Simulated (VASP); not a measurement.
Output of a VASP run:

**OUTCAR**
```
 ion  position               nearest neighbor table
   1  0.333  0.667  0.250-   3 1.45   3 1.45   3 1.45
   2  0.667  0.333  0.750-   4 1.45   4 1.45   4 1.45
   3  0.667  0.333  0.250-   1 1.45   1 1.45   1 1.45
   4  0.333  0.667  0.750-   2 1.45   2 1.45   2 1.45
  LATTYP: Found a hexagonal cell.
 ALAT       =     2.5128763029
 C/A-ratio  =     3.0436554070
 Subroutine PRICEL returns:
 Original cell was already a primitive cell.
 Subroutine GETGRP returns: Found 24 space group operations
The static configuration has the point symmetry D_3d.
 The point group associated with its full space group is D_6h.
The dynamic configuration has the point symmetry D_3d.
 Subroutine INISYM returns: Found 24 space group operations
 Subroutine IBZKPT returns following result:
 Found     28 irreducible k-points:

 Following reciprocal coordinates:
            Coordinates               Weight
  0.000000  0.000000  0.000000      1.000000
  0.100000  0.000000  0.000000      6.000000
  0.200000  0.000000  0.000000      6.000000
  0.300000  0.000000  0.000000      6.000000
  0.400000  0.000000  0.000000      6.000000
  0.500000  0.000000  0.000000      3.000000
  0.100000  0.100000  0.000000      6.000000
  0.200000  0.100000  0.000000     12.000000
  0.300000  0.100000  0.000000     12.000000
  0.400000  0.100000  0.000000     12.000000
  0.200000  0.200000  0.000000      6.000000
  0.300000  0.200000  0.000000     12.000000
  0.400000  0.200000  0.000000      6.000000
  0.300000  0.300000  0.000000      6.000000
  0.000000  0.000000  0.333333      2.000000
  0.100000  0.000000  0.333333     12.000000
  0.200000  0.000000  0.333333     12.000000
  0.300000  0.000000  0.333333     12.000000
  0.400000  0.000000  0.333333     12.000000
  0.500000  0.000000  0.333333      6.000000
  0.100000  0.100000  0.333333     12.000000
  0.200000  0.100000  0.333333     24.000000
  0.300000  0.100000  0.333333     24.000000
  0.400000  0.100000  0.333333     24.000000
  0.200000  0.200000  0.333333     12.000000
  0.300000  0.200000  0.333333     24.000000
  0.400000  0.200000  0.333333     12.000000
  0.300000  0.300000  0.333333     12.000000
   k-points           NKPTS =     28   k-points in BZ     NKDIM =     28   number of bands    NBANDS=     12
   number of dos      NEDOS =    301   number of ions     NIONS =      4
   total plane-waves  NPLWV =  25600
   dimension x,y,z NGX =    20 NGY =   20 NGZ =   64
   dimension x,y,z NGXF=    40 NGYF=   40 NGZF=  128
   ions per type =               2   2
   PREC   = accura    normal or accurate (medium, high low for compatibility)
   ISTART =      0    job   : 0-new  1-cont  2-samecut
   ICHARG =      2    charge: 1-file 2-atom 10-const
   ISPIN  =      1    spin polarized calculation?
   LNONCOLLINEAR =      F non collinear calculations
   LSORBIT =      F    spin-orbit coupling
   INIWAV =      1    electr: 0-lowe 1-rand  2-diag
   ENCUT  =  620.0 eV  45.57 Ry    6.75 a.u.   5.10  5.10 15.53*2*pi/ulx,y,z
   NELM   =    100;   NELMIN=  2; NELMDL= -5     # of ELM steps
   EDIFF  = 0.1E-05   stopping-criterion for ELM
   LREAL  =      F    real-space projection
   NLSPLINE    = F    spline interpolate recip. space projectors
   LMAXMIX     =    2 max onsite mixed and CHGCAR
   VOSKOWN=      0    Vosko Wilk Nusair interpolation
   EDIFFG = -.2E-01   stopping-criterion for IOM
   NSW    =     40    number of steps for IOM
   NBLOCK =      1;   KBLOCK =     40    inner block; outer block
   IBRION =      2    ionic relax: 0-MD 1-quasi-New 2-CG
   NFREE  =      1    steps in history (QN), initial steepest desc. (CG)
   ISIF   =      3    stress and relaxation
   ISYM   =      2    0-nonsym 1-usesym 2-fastsym
   TEIN   =    0.0    initial temperature
   TEBEG  =    0.0;   TEEND  =   0.0 temperature during run
   SMASS  =  -3.00    Nose mass-parameter (am)
   PSTRESS=    0.0 pullay stress
   NELECT =      16.0000    total number of electrons
...
```

OSZICAR:
```
       N       E                     dE             d eps       ncg     rms          rms(c)
DAV:   1     0.779701404666E+02    0.77970E+02   -0.89387E+03   672   0.139E+03
DAV:   2    -0.330189730129E+02   -0.11099E+03   -0.10008E+03  1012   0.294E+02
DAV:   3    -0.387892067869E+02   -0.57702E+01   -0.57190E+01   892   0.702E+01
DAV:   4    -0.388612683144E+02   -0.72062E-01   -0.72023E-01   820   0.840E+00
DAV:   5    -0.388624961862E+02   -0.12279E-02   -0.12276E-02   868   0.109E+00    0.112E+01
DAV:   6    -0.356075082898E+02    0.32550E+01   -0.82268E+00   800   0.250E+01    0.498E+00
DAV:   7    -0.353076497841E+02    0.29986E+00   -0.50084E-01   844   0.664E+00    0.312E+00
DAV:   8    -0.352136880266E+02    0.93962E-01   -0.35983E-01   848   0.456E+00    0.490E-01
DAV:   9    -0.352095379356E+02    0.41501E-02   -0.17299E-02   808   0.121E+00    0.189E-01
DAV:  10    -0.352110682820E+02   -0.15303E-02   -0.16640E-03   808   0.358E-01    0.456E-02
DAV:  11    -0.352112643987E+02   -0.19612E-03   -0.24726E-04   808   0.157E-01    0.277E-02
DAV:  12    -0.352112638729E+02    0.52582E-06   -0.56834E-05   816   0.677E-02    0.531E-03
DAV:  13    -0.352112641527E+02   -0.27984E-06   -0.30907E-06   800   0.158E-02
   1 F= -.35211264E+02 E0= -.35211264E+02  d E =-.352113E+02
```

OUTCAR:
```
------------------------ aborting loop because EDIFF is reached ----------------------------------------
  FORCE on cell =-STRESS in cart. coord.  units (eV):
  Direction    XX          YY          ZZ          XY          YZ          ZX
  --------------------------------------------------------------------------------------
  Total       -0.0794211     -0.0794211      0.0460286      0.0000000      0.0000000     -0.0000000
  in kB       -3.0423343     -3.0423354      1.7631901      0.0000000      0.0000000     -0.0000000
  external PRESSURE =      -1.4404932 kB  Pullay stress =       0.0000000 kB
  volume of cell :       41.83
      direct lattice vectors                 reciprocal lattice vectors
     1.256437981 -2.176214813  0.000000000     0.397950402 -0.229756730  0.000000000
     1.256437981  2.176214813  0.000000000     0.397950402  0.229756730  0.000000000
     0.000000000  0.000000000  7.648329546     0.000000000  0.000000000  0.130747504
  FREE ENERGIE OF THE ION-ELECTRON SYSTEM (eV)
  ---------------------------------------------------
  free  energy   TOTEN  =       -35.2112641527 eV

  energy  without entropy=      -35.2112641527  energy(sigma->0) =      -35.21126415

 reached required accuracy - stopping structural energy minimisation
```
(Selected blocks of OUTCAR.)

File POSCAR:
```
BN
1
    1.2564379813    -2.1762148131    -0.0000000000
    1.2564379813     2.1762148131    -0.0000000000
    0.0000000000    -0.0000000000     7.6483295463
B N
2 2
Direct
  0.3333330000   0.6666670000   0.2500000000
  0.6666670000   0.3333330000   0.7500000000
  0.6666670000   0.3333330000   0.2500000000
  0.3333330000   0.6666670000   0.7500000000
```

**Question.** Reconstruct the remaining input files.

**Answer.** Several could match; the one computed here: the input of the run itself, PBE GGA, plane waves, VASP's PBE PAW potentials (set 64).

KPOINTS:
```
Automatic mesh
0
Gamma
10 10 3
0 0 0
```

**INCAR**
```
ALGO  =  Normal
EDIFF  =  1E-6
EDIFFG  =  -0.02
ENCUT  =  620
GGA  =  PE
IBRION  =  2
ISIF  =  3
ISMEAR  =  0
LASPH  =  T
LCHARG  =  F
LREAL  =  F
LWAVE  =  F
NELM  =  100
NSW  =  40
PREC  =  Accurate
SIGMA  =  0.05
SYSTEM  =  BN
```

POTCAR, in this order: B N (PBE.64 set). Program: vasp_std.

Without a dispersion term in the relaxation, distances and binding between the weakly bound layers, chains or molecules are unreliable, and so is what depends on them.

The compound is BN in the hex structure. It was relaxed first, which changed the volume by +16 %.
